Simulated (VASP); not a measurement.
```
CELL_PARAMETERS angstrom
      0.00000     2.84158     2.84158
      2.84158     0.00000     2.84158
      2.84158     2.84158     0.00000
ATOMIC_POSITIONS crystal
  Li 0.25000 0.25000 0.25000
  Li 0.75000 0.75000 0.75000
  S  0.00000 0.00000 0.00000
```

These are r2SCAN meta-GGA, VASP's PBE PAW potentials (set 64) (plane waves; VASP) values and carry that method's errors. Settings: 520 eV cut-off, 8×8×8 Γ-centred mesh, tetrahedra with Blöchl corrections, potentials Li_sv S.

Question: Give the energies of bands 4 to 9 at the high-symmetry points, in eV from the valence-band maximum.

Answer: 
| band | Γ | X | U | L | W |
|---|---|---|---|---|---|
| 4 | 0.00 | -2.17 | -2.09 | -2.90 | -1.83 |
| 5 | 0.00 | -1.45 | -1.97 | -0.51 | -1.83 |
| 6 | 0.00 | -1.45 | -1.17 | -0.51 | -1.77 |
| 7 | 5.07 | 3.86 | 5.11 | 7.00 | 5.96 |
| 8 | 6.91 | 7.91 | 8.87 | 7.20 | 8.09 |
| 9 | 6.91 | 12.20 | 10.36 | 7.20 | 9.77 |

The gap is indirect, 3.86 eV, from the valence maximum at Γ to the conduction minimum at X.

The compound is Li2S in the antifluorite structure. It was relaxed first.
